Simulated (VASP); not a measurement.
# Quasiparticle energies of BP in VASP, part 3 of 8

Wanted: how far GW moves the Kohn-Sham levels of BP. The cell is of the zinc-blende type. The start is a cell from a database of measured crystal structures.

VASP 6.6.1, plane waves and PAW; the level of theory is named at each step.

So far. Step 2 (Empty bands, functional PBE): WAVECAR now holds 152 bands for 8 electrons. Its independent-particle dielectric tensor has xx, yy, zz = 10.7, 10.7, 10.7 on this mesh, which isn't tested for convergence; a coarse zone-centred mesh tends to overstate it, local fields are missing, and the same mesh feeds the screening.

### Step 3. evGW0 (continued)

Level of this step: evGW0 on PBE; plane waves and PAW (P_GW, B_GW) (VASP).

From OUTCAR (step 3):

```text
The static configuration has the point symmetry T_d .

 Found     16 irreducible k-points:

   k-points           NKPTS =     16   k-points in BZ     NKDIM =    216   number of bands    NBANDS=    152

   NELECT =       8.0000    total number of electrons

 E-fermi :   7.8053

 QP shifts <psi_nk| G(iteration)W_0 |psi_nk>: iteration 1
 for sc-GW calculations column KS-energies equals QP-energies in previous step
 and V_xc(KS)=  KS-energies - (<T + V_ion + V_H > + <T+V_H+V_ion>^1  + <V_x>^1)
 k-point   1 :       0.0000    0.0000    0.0000
  band No.  KS-energies  QP-energies   sigma(KS)   V_xc(KS)     V^pw_x(r,r')   Z            occupation Imag(sigma)
      1      -8.3243      -9.1402     -13.2403     -12.0592     -20.4831       0.6908       2.0000       1.3377
      2       7.1395       6.5178     -14.0935     -13.3042     -14.9313       0.7877       2.0000       0.0296
      3       7.1395       6.5178     -14.0935     -13.3042     -14.9313       0.7877       2.0000       0.0296
      4       7.1395       6.5178     -14.0935     -13.3042     -14.9313       0.7877       2.0000       0.0296
      5      10.5408      10.8462     -11.6884     -12.0776      -7.1361       0.7846       0.0000      -0.0634
      6      10.5408      10.8462     -11.6884     -12.0776      -7.1361       0.7846       0.0000      -0.0634
      7      10.5408      10.8462     -11.6884     -12.0776      -7.1361       0.7846       0.0000      -0.0634
      8      14.5124      14.7861     -12.3998     -12.7644      -6.2284       0.7508       0.0000      -0.1409
    ...

 k-point   2 :       0.1667    0.0000    0.0000
  band No.  KS-energies  QP-energies   sigma(KS)   V_xc(KS)     V^pw_x(r,r')   Z            occupation Imag(sigma)
      1      -7.8264      -8.6510     -13.2755     -12.1007     -20.3329       0.7019       2.0000       1.2661
      2       4.3046       3.5734     -13.6410     -12.6890     -15.4304       0.7680       2.0000       0.0474
      3       6.4757       5.8382     -13.9310     -13.1179     -14.9503       0.7840       2.0000       0.0310
      4       6.4757       5.8382     -13.9310     -13.1179     -14.9503       0.7840       2.0000       0.0310
      5      11.1567      11.4133     -11.8427     -12.1714      -7.0756       0.7805       0.0000      -0.0691
      6      11.4438      11.7709     -11.8120     -12.2330      -6.9716       0.7771       0.0000      -0.0709
      7      11.4438      11.7709     -11.8120     -12.2330      -6.9716       0.7771       0.0000      -0.0709
      8      15.8049      16.0802     -12.2450     -12.6159      -5.7626       0.7424       0.0000      -0.1923
    ...

 k-point   3 :       0.3333    0.0000    0.0000
  band No.  KS-energies  QP-energies   sigma(KS)   V_xc(KS)     V^pw_x(r,r')   Z            occupation Imag(sigma)
      1      -6.4090      -7.2194     -13.3911     -12.2590     -19.9345       0.7158       2.0000       1.0496
      2       0.4080      -0.3960     -13.3074     -12.2039     -16.8612       0.7285       2.0000       0.1741
      3       5.6732       4.9855     -13.9235     -13.0390     -15.3022       0.7775       2.0000       0.0359
      4       5.6732       4.9855     -13.9235     -13.0390     -15.3022       0.7775       2.0000       0.0359
      5      11.0303      11.2437     -11.8321     -12.1054      -6.9528       0.7810       0.0000      -0.0724
      6      11.9922      12.3300     -11.4222     -11.8568      -6.3576       0.7774       0.0000      -0.0795
      7      11.9922      12.3300     -11.4222     -11.8568      -6.3576       0.7774       0.0000      -0.0795
      8      17.2556      17.4367     -10.8282     -11.0700      -4.0784       0.7486       0.0000      -0.2820
    ...

 QP shifts <psi_nk| G(iteration)W_0 |psi_nk>: iteration 2
 k-point   1 :       0.0000    0.0000    0.0000
  band No. old QP-enery  QP-energies   sigma(KS)   T+V_ion+V_H  V^pw_x(r,r')   Z            occupation Imag(sigma)
      1      -9.1402      -9.3710     -13.2090       3.7349     -20.4831       0.6911       2.0000       1.3454
      2       6.5178       6.4278     -14.0397      20.4437     -14.9313       0.7911       2.0000       0.0304
      3       6.5178       6.4278     -14.0397      20.4437     -14.9313       0.7911       2.0000       0.0304
      4       6.5178       6.4278     -14.0397      20.4437     -14.9313       0.7911       2.0000       0.0304
      5      10.8462      10.8685     -11.7438      22.6184      -7.1361       0.7852       0.0000      -0.0651
      6      10.8462      10.8685     -11.7438      22.6184      -7.1361       0.7852       0.0000      -0.0651
      7      10.8462      10.8685     -11.7438      22.6184      -7.1361       0.7852       0.0000      -0.0651
      8      14.7861      14.8276     -12.4354      27.2767      -6.2284       0.7504       0.0000      -0.1425
    ...

 QP shifts <psi_nk| G(iteration)W_0 |psi_nk>: iteration 3
 k-point   1 :       0.0000    0.0000    0.0000
  band No. old QP-enery  QP-energies   sigma(KS)   T+V_ion+V_H  V^pw_x(r,r')   Z            occupation Imag(sigma)
      1      -9.3710      -9.4295     -13.1907       3.7349     -20.4831       0.6902       2.0000       1.3592
      2       6.4278       6.4124     -14.0354      20.4437     -14.9313       0.7914       2.0000       0.0305
      3       6.4278       6.4124     -14.0354      20.4437     -14.9313       0.7914       2.0000       0.0305
      4       6.4278       6.4124     -14.0354      20.4437     -14.9313       0.7914       2.0000       0.0305
      5      10.8685      10.8688     -11.7494      22.6184      -7.1361       0.7855       0.0000      -0.0653
      6      10.8685      10.8688     -11.7494      22.6184      -7.1361       0.7855       0.0000      -0.0653
      7      10.8685      10.8688     -11.7494      22.6184      -7.1361       0.7855       0.0000      -0.0653
      8      14.8276      14.8331     -12.4418      27.2767      -6.2284       0.7504       0.0000      -0.1434
    ...

 QP shifts <psi_nk| G(iteration)W_0 |psi_nk>: iteration 4
 k-point   1 :       0.0000    0.0000    0.0000
  band No. old QP-enery  QP-energies   sigma(KS)   T+V_ion+V_H  V^pw_x(r,r')   Z            occupation Imag(sigma)
      1      -9.4295      -9.4437     -13.1849       3.7349     -20.4831       0.6931       2.0000       1.3644
      2       6.4124       6.4094     -14.0351      20.4437     -14.9313       0.7916       2.0000       0.0305
      3       6.4124       6.4094     -14.0351      20.4437     -14.9313       0.7916       2.0000       0.0305
      4       6.4124       6.4094     -14.0351      20.4437     -14.9313       0.7916       2.0000       0.0305
      5      10.8688      10.8683     -11.7502      22.6184      -7.1361       0.7855       0.0000      -0.0653
      6      10.8688      10.8683     -11.7502      22.6184      -7.1361       0.7855       0.0000      -0.0653
      7      10.8688      10.8683     -11.7502      22.6184      -7.1361       0.7855       0.0000      -0.0653
      8      14.8331      14.8336     -12.4430      27.2767      -6.2284       0.7505       0.0000      -0.1436
    ...

[... 7 parts as in an earlier step ...]

[... 26 further parts left out ...]
```

Numbers from this step:

| Item | Value |
| --- | --- |
| quasiparticle gap on the mesh | 2.138 eV |
| smallest direct quasiparticle gap on the mesh | 4.459 eV |
| gap of the starting orbitals on the mesh | 1.332 eV |

QP gap by iteration, by row:

| iteration | gap (eV) | direct gap (eV) |
| --- | --- | --- |
| 1 | 2.032 | 4.328 |
| 2 | 2.122 | 4.441 |
| 3 | 2.136 | 4.456 |
| 4 | 2.138 | 4.459 |

GW takes the gap from 1.332 to 2.138 eV. The value holds for 152 bands, ENCUTGW = 200 eV and this mesh, and isn't shown to be converged in them.

(Part 3 of 8 ends here.)

[Lines on the potential files, build, host, timing and source positions are cut from VASP's logs without a mark.]

[Logs are printed without paths, hosts, clocks, repeated set-up lines and the standing remarks that a program may print on its own settings, such as how far it seeks lower states.]

[Hosts, paths, dates, database ids (printed as entryN), source tags and the programs' standing remarks are cut or masked in the printed files.]

[Measured values are set beside computed ones only where the two were judged alike; some that the calculation misses by far are left out.]

[Pressures printed for these runs are not shown converged in the cutoff: they can be off by several GPa and have the wrong sign.]
